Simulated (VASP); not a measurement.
InAs (space group Fm-3m): computed properties

All values below come from r2SCAN meta-GGA, VASP's PBE PAW potentials (set 64) (plane waves; VASP).

```
Quantity                                                              Result
----------------------------------  ----------------------------------------
space group                                                      Fm-3m (225)
cell                                 a = b = c = 5.688 Å, α = β = γ = 90.00°
volume per atom                                                23.00 Å³/atom
band gap (over mesh and band path)  none (metal, semimetal or under 0.01 eV)
density                                                           6.85 g/cm³
```

```
InAs
1.0
    0.00000     2.84403     2.84403
    2.84403     0.00000     2.84403
    2.84403     2.84403     0.00000
In As
1 1
Cartesian
  2.84403   2.84403   2.84403
  0.00000   0.00000   0.00000
```

Unless said otherwise, spin-orbit coupling is left out, though it shifts the bands of the heavy elements here.

The structure comes from a computed database's InAs entry (Fm-3m); how it stands against other phases isn't given here. It was relaxed first. Symmetry was kept, so distortions that lower it aren't found.
